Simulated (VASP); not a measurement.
```
CELL_PARAMETERS angstrom
      0.00000     1.71096     1.71096
      1.71096     0.00000     1.71096
      1.71096     1.71096     0.00000
ATOMIC_POSITIONS crystal
  Ni 0.00000 0.00000 0.00000
```
Starting moments (μB, in the order of the record's atoms Ni): 0.6.

Calculation: revTPSS meta-GGA, VASP's PBE PAW potentials (set 64) (plane waves; VASP). Numerical set-up: 520 eV cut-off, 18×18×18 Γ-centred mesh, first-order Methfessel-Paxton smearing of 0.10 eV, potentials Ni.

Question: Give the stress tensor in GPa (positive for a compressed cell).

Answer: 
```
8.10  0.00  0.00
0.00  8.10  0.00
0.00  0.00  8.10
```
The pressure is its mean diagonal, 8.10 GPa.

The compound is Ni in the fcc structure. This cell is one point of a volume scan, at 0.97 of the reference volume.
